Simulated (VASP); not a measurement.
Input:

```xyz
2
Lattice="0.0000 3.3618 3.3618 3.3618 0.0000 3.3618 3.3618 3.3618 0.0000" Properties=species:S:1:pos:R:3 pbc="T T T"
Sr     0.0000     0.0000     0.0000
Te     3.3618     3.3618     3.3618
```

These are PBE GGA, VASP's PBE PAW potentials (set 64) (plane waves; VASP) values and carry that method's errors. Numerical set-up: 480 eV cut-off, 6×6×6 Γ-centred mesh, Gaussian smearing of 0.050 eV, potentials Sr_sv Te.

Energy and stress use the plane-wave basis of the starting cell.

Q: The ions, cell shape and volume at an external pressure of 1.0 GPa are relaxed. Which structure does the run end with?

A: 
```xyz
2
Lattice="0.0000 3.3299 3.3299 3.3299 0.0000 3.3299 3.3299 3.3299 0.0000" Properties=species:S:1:pos:R:3 pbc="T T T"
Sr     0.0000     0.0000     0.0000
Te     3.3299     3.3299     3.3299
```
Space group Fm-3m (225), at a tolerance of 0.03 Å.

Q: How do energy and volume change from the first to the last step?

A: The energy (σ→0) changes by +3.3 meV/atom and the volume by -2.8 %, in 3 ionic steps.

The compound is SrTe in the rock salt structure. This run relaxes it under an external pressure of 1 GPa. Symmetry was kept, so distortions that lower it aren't found.
